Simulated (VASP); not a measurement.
Data:

```yaml
crystal:
  lattice:
    - [-1.51500, 1.51500, 1.51500]
    - [1.51500, -1.51500, 1.51500]
    - [1.51500, 1.51500, -1.51500]
  atoms:
    - { symbol: V, position: [0.00000, 0.00000, 0.00000] }
```

These are PBE GGA, VASP's PBE PAW potentials (set 64) (plane waves; VASP 6.6.1) values and carry that method's errors. Numerical set-up: 400 eV cut-off, 15×15×15 Γ-centred mesh, first-order Methfessel-Paxton smearing of 0.10 eV, potentials V_sv.

Estimate the energy per atom (σ→0), pressure, band gap (on the k-mesh) with the smallest direct gap where there is one.

- band gap (on the k-mesh) = none (metal, semimetal or under 0.01 eV)
- energy per atom (σ→0) = -8.985 eV/atom
- pressure = -72.9 kbar

Total energies compare only between runs with the same potentials, cut-off and functional.

The compound is V in the bcc structure. The cell was not relaxed at this level. The run is not spin-polarised, so no magnetic state was tried.
